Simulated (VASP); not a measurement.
Input:

```xyz
4
Lattice="4.0570 0.0000 0.0000 -2.0285 3.5135 0.0000 0.0000 0.0000 7.1907" Properties=species:S:1:pos:R:3 pbc="T T T"
Cu     2.0285     1.1712     4.2634
Cu     0.0000     2.3423     2.9273
I      0.0000     2.3423     5.4920
I      2.0285     1.1712     1.6987
```

Computed with PBEsol GGA, VASP's PBE PAW potentials (set 64) (plane waves; VASP). Numerical set-up: 400 eV cut-off, 6×6×3 Γ-centred mesh, Gaussian smearing of 0.050 eV, potentials Cu I.

Without a dispersion term in the relaxation, distances and binding between the weakly bound layers, chains or molecules are unreliable, and so is what depends on them. Unless said otherwise, spin-orbit coupling is left out, though it shifts the bands of the heavy elements here.

### Question
Predict the energy per atom (σ→0), band gap (on the k-mesh) with the smallest direct gap where there is one.

### Answer

```
Item                                          Value
-----------------------------------  --------------
band gap (on the k-mesh)                    1.58 eV
smallest direct gap (on the k-mesh)         1.58 eV
energy per atom (σ→0)                -3.172 eV/atom
```

Only differences to runs with the same potentials and settings are physical.

The structure comes from a computed database's CuI entry (P-3m1); how it stands against other phases isn't given here. It was relaxed first, which changed the volume by -7 %. The start is the result of an earlier pass.
